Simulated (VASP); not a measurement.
Here is the system:

```
CELL_PARAMETERS angstrom
     -2.53999     2.53999     2.53999
      2.53999    -2.53999     2.53999
      2.53999     2.53999    -2.53999
ATOMIC_POSITIONS crystal
  Ba 0.00000 0.00000 0.00000
```

Method: r2SCAN meta-GGA, VASP's PBE PAW potentials (set 64) (plane waves; VASP 6.6.1). Settings: 400 eV cut-off, 9×9×9 Γ-centred mesh, first-order Methfessel-Paxton smearing of 0.10 eV, potentials Ba_sv.

Unless said otherwise, spin-orbit coupling is left out, though it shifts the bands of the heavy elements here.

### Question
What does the run give for the energy per atom (σ→0), band gap (on the k-mesh) with the smallest direct gap where there is one?

### Answer

| Item | Result |
|---|---|
| band gap (on the k-mesh) | none (metal, semimetal or under 0.01 eV) |
| energy per atom (σ→0) | -26.434 eV/atom |

Only differences to runs with the same potentials and settings are physical.

The compound is Ba in the bcc structure. It was relaxed first. The start is the result of an earlier pass.
